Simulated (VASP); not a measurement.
# Lattice of TiC across functionals and dispersion corrections, part 2 of 3

How close do the usual functionals, with and without dispersion, come to the cell of TiC? LASPH is on for some levels and off for others; the table marks which. The start is a cell from a database of measured crystal structures.

VASP 6.6.1, plane waves and PAW; the level of theory is named at each step.

Still holding for the runs below: The k-mesh is coarse for a metal.

So far. Step 2 (Relaxation with LDA): It ends with forces that vanish by symmetry and a pressure of -0.11 GPa. The volume lies -3.6 % from that of the database's start, which holds the thermal and zero-point expansion of its experiment. LDA is known to overbind. The conventional cell has a = 4.266 Å.

The database entry behind the starting cell differs from later determinations by our own check (0.1 to 0.3 % short, probably kX units), so it need not match the best structure at ambient conditions.

### 3. Relaxation with PBEsol

This step: PBEsol; plane waves and PAW (Ti_sv, C) (VASP 6.6.1).

PBEsol restores the gradient expansion of exchange and is tuned for the cells of solids.

INCAR

```
SYSTEM = TiC
PREC = Accurate
ENCUT = 560
EDIFF = 1E-06
NELM = 100
ISMEAR = -1
SIGMA = 0.05
LREAL = .FALSE.
ALGO = Normal
GGA = PS
NBANDS = 14
LORBIT = 11
LWAVE = .FALSE.
LCHARG = .FALSE.
KPAR = 2
IBRION = 2
NSW = 60
ISIF = 3
EDIFFG = -0.01
```

POSCAR

```
TiC
1.0
    0.0000000000      2.1593000000      2.1593000000
    2.1593000000      0.0000000000      2.1593000000
    2.1593000000      2.1593000000      0.0000000000
Ti C
1 1
Direct
    0.0000000000      0.0000000000      0.0000000000
    0.5000000000      0.5000000000      0.5000000000
```

KPOINTS

```
Automatic mesh
0
Gamma
8 8 8
0 0 0
```

Potentials, in the order of the species: Ti_sv and C (PBE family, release 64).

Command:

```sh
$ mpirun -np 2 vasp_std
```

Log:

```text
[banner, memory and clock lines left out]
running    2 mpi-ranks, on    1 nodes
 distrk:  each k-point on    1 cores,    2 groups
 distr:  one band on    1 cores,    1 groups

 POSCAR found type information on POSCAR TiC
 POSCAR found :  2 types and       2 ions
 [... a notice as in an earlier step ...]

 LDA part: xc-table for (Slater+PW92), standard interpolation
 POSCAR, INCAR and KPOINTS ok, starting setup
 FFT: planning ... GRIDC
 FFT: planning ... GRID_SOFT
 FFT: planning ... GRID
 WAVECAR not read
 entering main loop
       N       E                     dE             d eps       ncg     rms          rms(c)
DAV:   1     0.124135250184E+03    0.12414E+03   -0.85227E+03   812   0.146E+03
DAV:   2    -0.167722581359E+02   -0.14091E+03   -0.13273E+03   884   0.366E+02
DAV:   3    -0.248058737296E+02   -0.80336E+01   -0.78764E+01  1036   0.852E+01
DAV:   4    -0.251934935618E+02   -0.38762E+00   -0.38735E+00  1022   0.165E+01
DAV:   5    -0.252013348672E+02   -0.78413E-02   -0.78387E-02  1056   0.226E+00    0.186E+01
DAV:   6    -0.204170622019E+02    0.47843E+01   -0.12783E+01  1138   0.601E+01    0.679E+00
DAV:   7    -0.198457557371E+02    0.57131E+00   -0.20850E+00   992   0.217E+01    0.515E+00
DAV:   8    -0.198099993928E+02    0.35756E-01   -0.11223E-01   902   0.409E+00    0.326E+00
DAV:   9    -0.198002539589E+02    0.97454E-02   -0.11638E-01   990   0.437E+00    0.800E-01
DAV:  10    -0.197989417002E+02    0.13123E-02   -0.10966E-02  1058   0.139E+00    0.751E-01
DAV:  11    -0.197961460301E+02    0.27957E-02   -0.62348E-03   878   0.121E+00    0.175E-01
DAV:  12    -0.197961175546E+02    0.28475E-04   -0.39718E-04   938   0.208E-01    0.554E-02
DAV:  13    -0.197961084962E+02    0.90584E-05   -0.27161E-05   950   0.397E-02    0.685E-03
DAV:  14    -0.197961079662E+02    0.52998E-06   -0.11441E-06   790   0.168E-02
   1 F= -.19796108E+02 E0= -.19794747E+02  d E =-.197961E+02
 curvature:   0.00 expect dE= 0.000E+00 dE for cont linesearch  0.000E+00
 trial: gam= 0.00000 g(F)=  0.586E-64 g(S)=  0.214E-01 ort = 0.000E+00 (trialstep = 0.100E+01)
 search vector abs. value=  0.214E-01
 bond charge predicted
       N       E                     dE             d eps       ncg     rms          rms(c)
DAV:   1    -0.200564755941E+02   -0.26037E+00   -0.54508E+00   980   0.345E+01    0.510E+00
DAV:   2    -0.198303677157E+02    0.22611E+00   -0.69994E-01   966   0.150E+01    0.149E+00
DAV:   3    -0.197867381316E+02    0.43630E-01   -0.98100E-02  1078   0.388E+00    0.651E-01
DAV:   4    -0.197860232628E+02    0.71487E-03   -0.59556E-02  1082   0.245E+00    0.363E-01
DAV:   5    -0.197898899020E+02   -0.38666E-02   -0.49292E-03   908   0.781E-01    0.968E-02
DAV:   6    -0.197915341103E+02   -0.16442E-02   -0.27805E-03  1236   0.238E-01    0.807E-02
DAV:   7    -0.197920637005E+02   -0.52959E-03   -0.59037E-04   926   0.261E-01    0.106E-01
DAV:   8    -0.197919770827E+02    0.86618E-04   -0.35812E-04  1070   0.212E-01    0.130E-02
DAV:   9    -0.197919823302E+02   -0.52475E-05   -0.24597E-05   974   0.370E-02    0.106E-02
DAV:  10    -0.197919842543E+02   -0.19241E-05   -0.20111E-05  1112   0.188E-02    0.360E-03
DAV:  11    -0.197919835083E+02    0.74593E-06   -0.15940E-06   776   0.109E-02
   2 F= -.19791984E+02 E0= -.19790659E+02  d E =0.412446E-02
 trial-energy change:    0.004124  1 .order    0.004345   -0.021373    0.030064
 step:   0.4218(harm=  0.4155)  dis= 0.00000  next Energy=   -19.800632 (dE=-0.452E-02)
 bond charge predicted
       N       E                     dE             d eps       ncg     rms          rms(c)
DAV:   1    -0.198936459961E+02   -0.10166E+00   -0.18575E+00   944   0.207E+01    0.313E+00
DAV:   2    -0.198198669895E+02    0.73779E-01   -0.30954E-01   964   0.963E+00    0.100E+00
DAV:   3    -0.197980313988E+02    0.21836E-01   -0.43898E-02  1116   0.286E+00    0.363E-01
DAV:   4    -0.197983773068E+02   -0.34591E-03   -0.19659E-02  1094   0.132E+00    0.200E-01
DAV:   5    -0.197997781952E+02   -0.14009E-02   -0.14380E-03   966   0.329E-01    0.953E-02
DAV:   6    -0.198005451690E+02   -0.76697E-03   -0.13950E-03  1228   0.180E-01    0.597E-02
DAV:   7    -0.198006535570E+02   -0.10839E-03   -0.28691E-04   954   0.153E-01    0.534E-02
DAV:   8    -0.198006495729E+02    0.39841E-05   -0.71409E-05   872   0.943E-02    0.555E-03
DAV:   9    -0.198006499710E+02   -0.39806E-06   -0.25685E-06  1068   0.121E-02
   3 F= -.19800650E+02 E0= -.19799300E+02  d E =-.454200E-02
 curvature:  -0.21 expect dE=-0.216E-06 dE for cont linesearch -0.216E-06
 trial: gam=-0.00693 g(F)=  0.751E-65 g(S)=  0.104E-05 ort = 0.149E-03 (trialstep = 0.884E+00)
 search vector abs. value=  0.151E-09
 reached required accuracy - stopping structural energy minimisation
```

Run time: 6.4 s. Hardware: 2 MPI ranks of Intel Xeon 6975P-C (Granite Rapids), shared host; peak memory 0.26 GiB; 12 s of CPU time.

OUTCAR, selected parts (step 3):

```text
The static configuration has the point symmetry O_h .

 Found     29 irreducible k-points:

   NELECT =      16.0000    total number of electrons

 E-fermi :   9.5601

 k-point     1 :       0.0000    0.0000    0.0000
  band No.  band energies     occupation
      1     -46.6531      2.00000
      2     -22.7655      2.00000
      3     -22.7655      2.00000
      4     -22.7655      2.00000
      5      -2.8807      2.00000
      6      10.2746      0.00000
      7      10.2746      0.00000
      8      10.2746      0.00000
      9      11.3446      0.00000
     10      11.3446      0.00000
    ...

 k-point     2 :       0.1250    0.0000    0.0000
  band No.  band energies     occupation
    ...
      4     -22.7733      2.00000
      5      -2.5181      2.00000
      6       8.9414      1.99999
      7       9.3112      1.98631
      8       9.3112      1.98631
      9      10.7200      0.00000
     10      10.7200      0.00000
     11      11.9211      0.00000
     12      13.5024      0.00000
     13      13.5024      0.00000
    ...

  Total       -0.0037907     -0.0037907     -0.0037907      0.0000000      0.0000000      0.0000000
  in kB       -0.3066765     -0.3066765     -0.3066765      0.0000000      0.0000000      0.0000000
  external PRESSURE =      -0.3066765 kB  Pullay stress =       0.0000000 kB

  energy-cutoff  :      560.00
  volume of cell :       19.80
      direct lattice vectors                 reciprocal lattice vectors
     0.000000000  2.147360159  2.147360159    -0.232844033  0.232844033  0.232844033
     2.147360159  0.000000000  2.147360159     0.232844033 -0.232844033  0.232844033
     2.147360159  2.147360159  0.000000000     0.232844033  0.232844033 -0.232844033

 POSITION                                       TOTAL-FORCE (eV/Angst)
 -----------------------------------------------------------------------------------
      0.00000      0.00000      0.00000         0.000000      0.000000      0.000000
      2.14736      2.14736      2.14736        -0.000000     -0.000000     -0.000000
 -----------------------------------------------------------------------------------
    total drift:                                0.000000     -0.000000     -0.000000

  FREE ENERGIE OF THE ION-ELECTRON SYSTEM (eV)
  ---------------------------------------------------
  free  energy   TOTEN  =       -19.8006499710 eV

  energy  without entropy=      -19.7979504215  energy(sigma->0) =      -19.79930020

 total charge
# of ion       s       p       d       tot
------------------------------------------
    1        2.206   6.263   1.994  10.464
    2        0.891   1.506   0.000   2.398
--------------------------------------------------
tot          3.097   7.770   1.994  12.862

[... 8 parts as in an earlier step ...]

[... 5 further parts left out ...]
```

CONTCAR:

```
TiC
   1.00000000000000
     0.0000000000000000    2.1473601585708075    2.1473601585708075
     2.1473601585708075    0.0000000000000000    2.1473601585708075
     2.1473601585708075    2.1473601585708075    0.0000000000000000
  Ti              C
     1     1
Direct
     0.0000000000000000    0.0000000000000000    0.0000000000000000
     0.5000000000000000    0.5000000000000000    0.5000000000000000
```

The PAW data sets were made with PBE, which is usual practice but a small mismatch for other functionals.

Relaxation path:

```
step  energy less that of the first step (eV)  largest force (eV/Å)  pressure (GPa)  volume (Å³)
   1                                   0.0000                0.0000           -4.32        20.14
   2                                   0.0041                0.0000            6.33        19.35
   3                                  -0.0045                0.0000           -0.03        19.80
```

```csv
"conventional cell, symmetrised",before,after,change
a (Å),4.319,4.295,-0.6 %
b (Å),4.319,4.295,-0.6 %
c (Å),4.319,4.295,-0.6 %
volume (Å³/atom),10.07,9.90,-1.6 %
```

The relaxed structure:

```
Ti C
1.0
     0.00000    2.14736    2.14736
     2.14736    0.00000    2.14736
     2.14736    2.14736    0.00000
Ti C
1 1
Direct
  0.00000 0.00000 0.00000
  0.50000 0.50000 0.50000
```

Numbers from this step:

```yaml
free_energy_toten: -19.80 eV
energy_at_zero_smearing: -19.80 eV
fermi_energy: 9.560 eV
pressure: -0.03067 GPa
scf_cycles_over_all_ionic_steps: 34
```

It ends at 9.902 Å³/atom, -1.6 % from the start, with -0.03 GPa left. The conventional cell has a = 4.295 Å.

### 4. Relaxation with PBE

This step: PBE; plane waves and PAW (Ti_sv, C) (VASP 6.6.1).

PBE, the usual starting point, adds the gradient of the density.

INCAR, as its differences from that of step 3:

```diff
@@ -9,3 +9,3 @@
 ALGO = Normal
-GGA = PS
+GGA = PE
 NBANDS = 14
```

POSCAR is that of step 3.

KPOINTS is that of step 3.

Command:

```sh
$ mpirun -np 2 vasp_std
```

Log:

```text
[banner, memory and clock lines left out]
running    2 mpi-ranks, on    1 nodes
[...]
LDA part: xc-table for (Slater+PW92), standard interpolation
 POSCAR, INCAR and KPOINTS ok, starting setup
[...]
entering main loop
       N       E                     dE             d eps       ncg     rms          rms(c)
DAV:   1     0.125727060166E+03    0.12573E+03   -0.85394E+03   812   0.146E+03
DAV:   2    -0.157316974758E+02   -0.14146E+03   -0.13317E+03   884   0.367E+02
DAV:   3    -0.238927158292E+02   -0.81610E+01   -0.80036E+01  1030   0.859E+01
DAV:   4    -0.242867725842E+02   -0.39406E+00   -0.39380E+00  1016   0.167E+01
[...]
DAV:  13    -0.187054925425E+02    0.32293E-05   -0.67739E-05   952   0.763E-02    0.131E-02
DAV:  14    -0.187054909627E+02    0.15799E-05   -0.30293E-06   986   0.282E-02    0.392E-03
DAV:  15    -0.187054909768E+02   -0.14161E-07   -0.30947E-07   502   0.751E-03
   1 F= -.18705491E+02 E0= -.18704168E+02  d E =-.187055E+02
[...]
2 F= -.18704236E+02 E0= -.18702925E+02  d E =0.125499E-02
 trial-energy change:    0.001255  1 .order    0.001131   -0.008652    0.010914
 step:   0.4329(harm=  0.4422)  dis= 0.00000  next Energy=   -18.707354 (dE=-0.186E-02)
[...]
N       E                     dE             d eps       ncg     rms          rms(c)
DAV:   1    -0.187423614400E+02   -0.38125E-01   -0.69550E-01   980   0.123E+01    0.183E+00
DAV:   2    -0.187145484131E+02    0.27813E-01   -0.10287E-01   934   0.564E+00    0.616E-01
DAV:   3    -0.187067336506E+02    0.78148E-02   -0.15139E-02  1116   0.170E+00    0.241E-01
DAV:   4    -0.187065605095E+02    0.17314E-03   -0.79942E-03  1076   0.887E-01    0.125E-01
DAV:   5    -0.187070679166E+02   -0.50741E-03   -0.58825E-04   920   0.252E-01    0.420E-02
DAV:   6    -0.187072923527E+02   -0.22444E-03   -0.40099E-04  1196   0.869E-02    0.327E-02
DAV:   7    -0.187073222219E+02   -0.29869E-04   -0.13523E-05   848   0.359E-02    0.188E-02
DAV:   8    -0.187073466106E+02   -0.24389E-04   -0.54795E-05  1082   0.579E-02    0.103E-02
DAV:   9    -0.187073463982E+02    0.21242E-06   -0.67595E-06   814   0.196E-02
   3 F= -.18707346E+02 E0= -.18706027E+02  d E =-.185542E-02
[...]
reached required accuracy - stopping structural energy minimisation
```

It took 6.6 s on 2 MPI ranks; peak memory 0.27 GiB.

From OUTCAR (step 4):

```text
  Total       -0.0018397     -0.0018397     -0.0018397      0.0000000      0.0000000      0.0000000
  in kB       -0.1448047     -0.1448047     -0.1448047      0.0000000      0.0000000      0.0000000
  external PRESSURE =      -0.1448047 kB  Pullay stress =       0.0000000 kB

 POSITION                                       TOTAL-FORCE (eV/Angst)
 -----------------------------------------------------------------------------------
      0.00000      0.00000      0.00000        -0.000000      0.000000      0.000000
      2.16710      2.16710      2.16710         0.000000     -0.000000     -0.000000
 -----------------------------------------------------------------------------------
    total drift:                                0.000000     -0.000000     -0.000000

  FREE ENERGIE OF THE ION-ELECTRON SYSTEM (eV)
  ---------------------------------------------------
  free  energy   TOTEN  =       -18.7073463982 eV

  energy  without entropy=      -18.7047082705  energy(sigma->0) =      -18.70602733

[... 2 parts as in an earlier step ...]

[... 2 further parts left out ...]
[key lines of the parts left out:]
E-fermi :   9.3451
```

The steps of the relaxation:

| step | energy less that of the first step (eV) | largest force (eV/Å) | pressure (GPa) | volume (Å³) |
| --- | --- | --- | --- | --- |
| 1 | 0.0000 | 0.0000 | 2.75 | 20.14 |
| 2 | 0.0013 | 0.0000 | -3.39 | 20.64 |
| 3 | -0.0019 | 0.0000 | -0.01 | 20.35 |

```
conventional cell, symmetrised  before  after  change
                         a (Å)   4.319  4.334  +0.4 %
                         b (Å)   4.319  4.334  +0.4 %
                         c (Å)   4.319  4.334  +0.4 %
              volume (Å³/atom)   10.07  10.18  +1.1 %
```

Final coordinates:

```xyz
2
Lattice="0.0000 2.1671 2.1671 2.1671 0.0000 2.1671 2.1671 2.1671 0.0000" Properties=species:S:1:pos:R:3 pbc="T T T"
Ti    0.0000    0.0000    0.0000
C     2.1671    2.1671    2.1671
```

It ends at 10.18 Å³/atom, +1.1 % from the start, with -0.01 GPa left. The conventional cell has a = 4.334 Å.

### 5. Relaxation with r2SCAN

This step: r2SCAN; plane waves and PAW (Ti_sv, C) (VASP 6.6.1).

r2SCAN adds the kinetic-energy density, costs more than a GGA and is run with LASPH.

INCAR, as its differences from that of step 4:

```diff
@@ -9,3 +9,4 @@
 ALGO = Normal
-GGA = PE
+METAGGA = R2SCAN
+LASPH = .TRUE.
 NBANDS = 14
```

POSCAR is that of step 4.

KPOINTS is that of step 4.

Command:

```sh
$ mpirun -np 2 vasp_std
```

Log:

```text
[banner, memory and clock lines left out]
running    2 mpi-ranks, on    1 nodes
[...]
[... a notice as in an earlier step ...]

 LDA part: xc-table for (None), standard interpolation
 POSCAR, INCAR and KPOINTS ok, starting setup
[...]
entering main loop
       N       E                     dE             d eps       ncg     rms          rms(c)
DAV:   1     0.121557408380E+03    0.12156E+03   -0.87012E+03   812   0.149E+03
DAV:   2    -0.248948229942E+02   -0.14645E+03   -0.13820E+03   884   0.379E+02
DAV:   3    -0.335395220425E+02   -0.86447E+01   -0.84765E+01  1060   0.893E+01
DAV:   4    -0.339046967565E+02   -0.36517E+00   -0.36466E+00  1016   0.164E+01
[...]
DAV:  13    -0.248682087080E+02   -0.31858E-05   -0.68636E-06   988   0.293E-02    0.825E-03
DAV:  14    -0.248682102912E+02   -0.15832E-05   -0.12251E-06   824   0.112E-02    0.348E-03
DAV:  15    -0.248682099903E+02    0.30095E-06   -0.20046E-07   490   0.770E-03
   1 F= -.24868210E+02 E0= -.24867368E+02  d E =-.248682E+02
[...]
DAV:  10    -0.248664990284E+02   -0.21596E-05   -0.24320E-06   878   0.176E-02    0.245E-03
DAV:  11    -0.248664985591E+02    0.46929E-06   -0.28786E-07   508   0.610E-03
   2 F= -.24866499E+02 E0= -.24865731E+02  d E =0.171143E-02
 trial-energy change:    0.001711  1 .order    0.001562   -0.008318    0.011442
 step:   0.4100(harm=  0.4209)  dis= 0.00000  next Energy=   -24.869905 (dE=-0.169E-02)
[...]
N       E                     dE             d eps       ncg     rms          rms(c)
DAV:   1    -0.249028220073E+02   -0.36323E-01   -0.69417E-01   920   0.129E+01    0.177E+00
DAV:   2    -0.248743776894E+02    0.28444E-01   -0.87728E-02   974   0.545E+00    0.507E-01
DAV:   3    -0.248691386692E+02    0.52390E-02   -0.10071E-02  1016   0.120E+00    0.214E-01
DAV:   4    -0.248692203161E+02   -0.81647E-04   -0.69181E-03  1094   0.788E-01    0.119E-01
[...]
DAV:   9    -0.248698938074E+02   -0.70909E-05   -0.19828E-05  1168   0.392E-02    0.615E-03
DAV:  10    -0.248698923063E+02    0.15011E-05   -0.52093E-07   540   0.748E-03    0.224E-03
DAV:  11    -0.248698915516E+02    0.75467E-06   -0.16538E-07   424   0.423E-03
   3 F= -.24869892E+02 E0= -.24869082E+02  d E =-.168156E-02
[...]
reached required accuracy - stopping structural energy minimisation
```

Run time: 25 s. Hardware: 2 MPI ranks; peak memory 0.26 GiB; 49 s of CPU time.

Parts of OUTCAR (step 5):

```text
  Total       -0.0009344     -0.0009344     -0.0009344     -0.0000000      0.0000000     -0.0000000
  in kB       -0.0736058     -0.0736058     -0.0736058     -0.0000000      0.0000000     -0.0000000
  external PRESSURE =      -0.0736058 kB  Pullay stress =       0.0000000 kB

 POSITION                                       TOTAL-FORCE (eV/Angst)
 -----------------------------------------------------------------------------------
      0.00000      0.00000      0.00000        -0.000000     -0.000000     -0.000000
      2.16654      2.16654      2.16654         0.000000      0.000000      0.000000
 -----------------------------------------------------------------------------------
    total drift:                                0.000000     -0.000000     -0.000000

  FREE ENERGIE OF THE ION-ELECTRON SYSTEM (eV)
  ---------------------------------------------------
  free  energy   TOTEN  =       -24.8698915516 eV

  energy  without entropy=      -24.8682725809  energy(sigma->0) =      -24.86908207

[... 2 parts as in an earlier step ...]

[... 2 further parts left out ...]
[key lines of the parts left out:]
E-fermi :   9.3972
```

Step by step:

```csv
step,energy less that of the first step (eV),largest force (eV/Å),pressure (GPa),volume (Å³)
1,0.0000,0.0000,2.70,20.14
2,0.0017,0.0000,-3.62,20.63
3,-0.0017,0.0000,-0.01,20.34
```

```
conventional cell, symmetrised  before  after  change
                         a (Å)   4.319  4.333  +0.3 %
                         b (Å)   4.319  4.333  +0.3 %
                         c (Å)   4.319  4.333  +0.3 %
              volume (Å³/atom)   10.07  10.17  +1.0 %
```

Final coordinates:

```xyz
2
Lattice="0.0000 2.1665 2.1665 2.1665 0.0000 2.1665 2.1665 2.1665 0.0000" Properties=species:S:1:pos:R:3 pbc="T T T"
Ti    0.0000    0.0000    0.0000
C     2.1665    2.1665    2.1665
```

It ends at 10.17 Å³/atom, +1.0 % from the start, with -0.01 GPa left. The conventional cell has a = 4.333 Å.

[end of part 2 of 3]

[Lines on the potential files, build, host, timing and source positions are cut from VASP's logs without a mark.]

[Logs are printed without paths, hosts, clocks, repeated set-up lines and the standing remarks that a program may print on its own settings, such as how far it seeks lower states.]

[Hosts, paths, dates, database ids (printed as entryN), source tags and the programs' standing remarks are cut or masked in the printed files.]

[A measured line is paired with the nearest computed mode of its activity, which favours agreement.]
